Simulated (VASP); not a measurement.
```
Al3Sc
1.0
    4.07152     0.00000     0.00000
    0.00000     4.07152     0.00000
    0.00000     0.00000     4.07152
Sc Al
1 3
Direct
  0.00000   0.00000   0.00000
  0.00000   0.50000   0.50000
  0.50000   0.00000   0.50000
  0.50000   0.50000   0.00000
```

These are PBEsol GGA, VASP's PBE PAW potentials (set 64) (plane waves; VASP) values and carry that method's errors. Numerical set-up: 500 eV cut-off, 8×8×8 Γ-centred mesh, first-order Methfessel-Paxton smearing of 0.10 eV, potentials Sc_sv Al.

Energy and stress use the plane-wave basis of the starting cell.

Task: The ions, cell shape and volume at an external pressure of 5.0 GPa are relaxed. Give the cell that the relaxation ends in.

Result: 
```
Al3Sc
1.0
    4.00699     0.00000     0.00000
    0.00000     4.00699     0.00000
    0.00000     0.00000     4.00699
Sc Al
1 3
Direct
  0.00000   0.00000   0.00000
  0.00000   0.50000   0.50000
  0.50000   0.00000   0.50000
  0.50000   0.50000   0.00000
```
Space group Pm-3m (221), at a tolerance of 0.03 Å.

Task: How do energy and volume change from the first to the last step?

Result: The energy (σ→0) changes by +12.1 meV/atom and the volume by -4.7 %, in 3 ionic steps.

```tsv
step	E(σ→0) (eV)	max force (eV/Å)	pressure (GPa)	volume (Å³)
1	-20.7623	0.000	0.11	67.49
2	-20.6421	0.000	8.27	62.59
3	-20.7141	0.000	4.99	64.34
```

The compound is Al3Sc in the L1_2 structure. This run relaxes it under an external pressure of 5 GPa. Symmetry was kept, so distortions that lower it aren't found.
